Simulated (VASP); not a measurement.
OSZICAR of a VASP run on Hf (hcp):

### OSZICAR
```
       N       E                     dE             d eps       ncg     rms          rms(c)
DAV:   1     0.398748168978E+02    0.39875E+02   -0.10284E+04  2164   0.111E+03
DAV:   2    -0.189360776561E+02   -0.58811E+02   -0.57690E+02  2658   0.238E+02
DAV:   3    -0.205174567502E+02   -0.15814E+01   -0.15639E+01  2838   0.276E+01
DAV:   4    -0.205316947591E+02   -0.14238E-01   -0.14236E-01  2482   0.327E+00
DAV:   5    -0.205319166458E+02   -0.22189E-03   -0.22178E-03  2844   0.322E-01    0.655E+01
DAV:   6    -0.200123855161E+02    0.51953E+00   -0.49883E-01  2214   0.546E+00    0.388E+01
DAV:   7    -0.198306239091E+02    0.18176E+00   -0.83899E-01  2220   0.677E+00    0.200E+00
DAV:   8    -0.198208184156E+02    0.98055E-02   -0.55046E-02  2304   0.180E+00    0.260E-01
DAV:   9    -0.198209323089E+02   -0.11389E-03   -0.11656E-03  2886   0.275E-01    0.211E-01
DAV:  10    -0.198209181919E+02    0.14117E-04   -0.46583E-05  2426   0.558E-02    0.219E-01
DAV:  11    -0.198209220136E+02   -0.38217E-05   -0.48668E-06  2598   0.191E-02    0.169E-02
DAV:  12    -0.198209223774E+02   -0.36382E-06   -0.54137E-07  1566   0.611E-03
   1 F= -.19820922E+02 E0= -.19821025E+02  d E =0.309116E-03
```

Q: Which electronic solver shows in the log?

A: It is blocked Davidson (ALGO = Normal, or the opening steps of other solvers). The INCAR had ALGO = Normal.

Q: Can the final energy be trusted as converged?

A: The run converged. It stopped with EDIFF = 1E-6, NELM = 100 (PBE GGA, plane waves, VASP's PBE PAW potentials (set 64)).

The compound is Hf in the hcp structure. The cell was not relaxed at this level, atoms are displaced from their ideal sites. The k-mesh is coarse (spacing up to 0.33 per Å, 2π included), so the numbers may not be converged in it. The run is one of a series of settings (KPOINTS 7×7×4 Γ-centred mesh against the base run), some of them coarse on purpose.
